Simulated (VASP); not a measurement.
Here is a VASP 6.6.1 calculation.

The input INCAR:

```
SYSTEM = TcSe2
ALGO = Fast
EDIFF = 1E-6
ENCUT = 520
GGA = PE
ISIF = 2
ISMEAR = 0
ISPIN = 2
LASPH = .TRUE.
LCHARG = .FALSE.
LDAU = .TRUE.
LDAUJ = 0 0
LDAUL = 2 -1
LDAUPRINT = 1
LDAUTYPE = 2
LDAUU = 8 0
LMAXMIX = 4
LORBIT = 11
LREAL = .FALSE.
LWAVE = .FALSE.
MAGMOM = 0.5 0 0
NBANDS = 24
NELM = 60
PREC = Accurate
SIGMA = 0.05
```

Contents of KPOINTS:

```
k-points
0
G
  5 5 5
  0 0 0
```

Contents of POSCAR:

```
TcSe2
1.0
    0.0000000000      3.1457489900      3.1457489900
    3.1457489900      0.0000000000      3.1457489900
    3.1457489900      3.1457489900      0.0000000000
Tc Se
1 2
Direct
    0.0000000000      0.0000000000      0.0000000000
    0.2500000000      0.2500000000      0.2500000000
    0.7500000000      0.7500000000      0.7500000000
```

Potentials or basis: VASP PAW PBE potentials, release 64 (Tc_pv, Se).

The run is started by

```console
$ cat potpaw_PBE.64/Tc_pv/POTCAR potpaw_PBE.64/Se/POTCAR > POTCAR
$ mpirun -np 1 vasp_std > vasp.out
```

**Question.** Estimate the site moments.

**Answer.** Tc +4.14; Se -0.38 μB.

**Question.** Predict the net moment.

**Answer.** 3.19 μB per cell.

**Question.** Estimate the pressure.

**Answer.** 16.5 GPa.

Eigenvalues of the final occupation matrices:
```tsv
site	spin	trace	eigenvalues
site 1 d	1	4.54	0.90 0.90 0.90 0.93 0.93
site 1 d	2	0.49	0.02 0.02 0.15 0.15 0.15
```

The state reached can hang on the start; a lower one may exist.
